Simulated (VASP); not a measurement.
Here is the system:

```xyz
3
Lattice="0.0000 2.1786 2.1786 2.1786 0.0000 2.1786 2.1786 2.1786 0.0000" Properties=species:S:1:pos:R:3 pbc="T T T"
Be     1.0893     1.0893     1.0893
Be     3.2679     3.2679     3.2679
C      0.0000     0.0000     0.0000
```

Computed with revPBE GGA, VASP's PBE PAW potentials (set 64) (plane waves; VASP). Run with 520 eV cut-off, Gaussian smearing of 0.050 eV, potentials Be C.

Question: Give the energies of bands 2 to 7 at the high-symmetry points, in eV from the valence-band maximum.

Answer: 
```csv
band,Γ,X,U,L,W
2,0.00,-6.72,-6.74,-8.61,-6.14
3,0.00,-4.64,-6.24,-1.79,-5.84
4,0.00,-4.64,-3.91,-1.79,-5.84
5,4.14,1.13,3.24,5.00,5.66
6,4.14,5.58,8.16,5.00,8.00
7,4.14,13.11,11.39,6.79,9.39
```

The gap is indirect, 1.13 eV, from the valence maximum at Γ to the conduction minimum at X.

The compound is Be2C in the antifluorite structure. It was relaxed first.
